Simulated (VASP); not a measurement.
Method: r2SCAN meta-GGA, VASP's PBE PAW potentials (set 64) (plane waves; VASP 6.6.1).

VASP input:

File KPOINTS:
```
Automatic
0
Gamma
  10 10 10
```

POSCAR:
```
Sr
1
    0.0000000000     3.0804451313     3.0804451313
    3.0804451313     0.0000000000     3.0804451313
    3.0804451313     3.0804451313     0.0000000000
Sr
1
Direct
  0.0000000000   0.0000000000   0.0000000000
```

### INCAR
```
SYSTEM = Sr
PREC = Accurate; ENCUT = 520; LREAL = F
LASPH = T
EDIFF = 1E-7; NELM = 100; ALGO = Normal
LMAXMIX = 4; LMIXTAU = T
ISMEAR = 1; SIGMA = 0.1
METAGGA = R2SCAN
ISIF = 2
LWAVE = F; LCHARG = F
```

POTCAR, in this order: Sr_sv (PBE.64 set). Program: vasp_std.

What VASP printed:

### OSZICAR
```
       N       E                     dE             d eps       ncg     rms          rms(c)
DAV:   1     0.247257289178E+02    0.24726E+02   -0.49561E+03   846   0.976E+02
DAV:   2    -0.168009149019E+02   -0.41527E+02   -0.40925E+02  1011   0.178E+02
DAV:   3    -0.186949240439E+02   -0.18940E+01   -0.18729E+01  1246   0.308E+01
DAV:   4    -0.187886718035E+02   -0.93748E-01   -0.93803E-01  1336   0.561E+00
DAV:   5    -0.187900968359E+02   -0.14250E-02   -0.14243E-02  1309   0.446E-01    0.726E+00
DAV:   6    -0.149695376612E+02    0.38206E+01   -0.33657E+00   894   0.967E+00    0.637E+00
DAV:   7    -0.149920737233E+02   -0.22536E-01   -0.56312E-01  1045   0.677E+00    0.568E+00
DAV:   8    -0.160403135787E+02   -0.10482E+01   -0.65159E-01   945   0.641E+00    0.336E+00
DAV:   9    -0.150745873789E+02    0.96573E+00   -0.85867E-01   913   0.610E+00    0.394E-01
DAV:  10    -0.150756320505E+02   -0.10447E-02   -0.11387E-01   949   0.332E+00    0.405E-01
DAV:  11    -0.146715344214E+02    0.40410E+00   -0.52880E-01   969   0.646E+00    0.635E-01
DAV:  12    -0.150834983503E+02   -0.41196E+00   -0.59426E-01   898   0.717E+00    0.132E+00
DAV:  13    -0.150716145984E+02    0.11884E-01   -0.22533E-02   860   0.181E+00    0.123E-01
DAV:  14    -0.151116764173E+02   -0.40062E-01   -0.59703E-02   879   0.252E+00    0.342E-01
DAV:  15    -0.151113891848E+02    0.28723E-03   -0.13929E-03  1335   0.376E-01    0.319E-01
DAV:  16    -0.151087008643E+02    0.26883E-02   -0.15785E-04   906   0.184E-01    0.314E-01
DAV:  17    -0.150999223495E+02    0.87785E-02   -0.15486E-03   854   0.413E-01    0.197E-01
DAV:  18    -0.150984258428E+02    0.14965E-02   -0.74480E-04   886   0.396E-01    0.112E-01
DAV:  19    -0.150974968419E+02    0.92900E-03   -0.96815E-04   923   0.257E-01    0.587E-02
DAV:  20    -0.150975091962E+02   -0.12354E-04   -0.16002E-04  1064   0.831E-02    0.414E-02
DAV:  21    -0.150975133014E+02   -0.41051E-05   -0.88205E-05   993   0.577E-02    0.522E-02
DAV:  22    -0.150974938933E+02    0.19408E-04   -0.19633E-05  1255   0.355E-02    0.372E-02
DAV:  23    -0.150975054957E+02   -0.11602E-04   -0.72761E-06   961   0.325E-02    0.353E-02
DAV:  24    -0.150974961252E+02    0.93704E-05   -0.19145E-06   874   0.180E-02    0.283E-02
DAV:  25    -0.150975011297E+02   -0.50045E-05   -0.39753E-06   856   0.208E-02    0.159E-02
DAV:  26    -0.150974952779E+02    0.58518E-05   -0.14701E-06   864   0.132E-02    0.858E-03
DAV:  27    -0.150974945724E+02    0.70553E-06   -0.56141E-07   982   0.789E-03    0.489E-03
DAV:  28    -0.150974939151E+02    0.65733E-06   -0.10480E-07   977   0.410E-03    0.246E-03
DAV:  29    -0.150974934795E+02    0.43559E-06   -0.82512E-08   877   0.273E-03    0.247E-03
DAV:  30    -0.150974939019E+02   -0.42242E-06   -0.17778E-08   457   0.137E-03    0.179E-03
DAV:  31    -0.150974935736E+02    0.32833E-06   -0.54284E-09   441   0.929E-04    0.109E-03
DAV:  32    -0.150974934742E+02    0.99399E-07   -0.84618E-09   441   0.924E-04
   1 F= -.15097493E+02 E0= -.15097109E+02  d E =-.115428E-02
```

### OUTCAR
```
------------------------ aborting loop because EDIFF is reached ----------------------------------------
  FORCE on cell =-STRESS in cart. coord.  units (eV):
  Direction    XX          YY          ZZ          XY          YZ          ZX
  --------------------------------------------------------------------------------------
  Total       -0.1061731     -0.1061731     -0.1061731      0.0000000     -0.0000000     -0.0000000
  in kB       -2.9097424     -2.9097424     -2.9097424      0.0000000     -0.0000000     -0.0000000
  external PRESSURE =      -2.9097424 kB  Pullay stress =       0.0000000 kB
  volume of cell :       58.46
      direct lattice vectors                 reciprocal lattice vectors
     0.000000000  3.080445131  3.080445131    -0.162314204  0.162314204  0.162314204
     3.080445131  0.000000000  3.080445131     0.162314204 -0.162314204  0.162314204
     3.080445131  3.080445131  0.000000000     0.162314204  0.162314204 -0.162314204
 POSITION                                       TOTAL-FORCE (eV/Angst)
 -----------------------------------------------------------------------------------
      0.00000      0.00000      0.00000         0.000000     -0.000000     -0.000000
 -----------------------------------------------------------------------------------
    total drift:                                0.000000      0.000000      0.000000
  FREE ENERGIE OF THE ION-ELECTRON SYSTEM (eV)
  ---------------------------------------------------
  free  energy   TOTEN  =       -15.0974934742 eV

  energy  without entropy=      -15.0963391953  energy(sigma->0) =      -15.09710871
```
(Selected blocks of OUTCAR.)

The compound is Sr in the fcc structure. This cell is one point of a volume scan, at 1.03 of the reference volume.
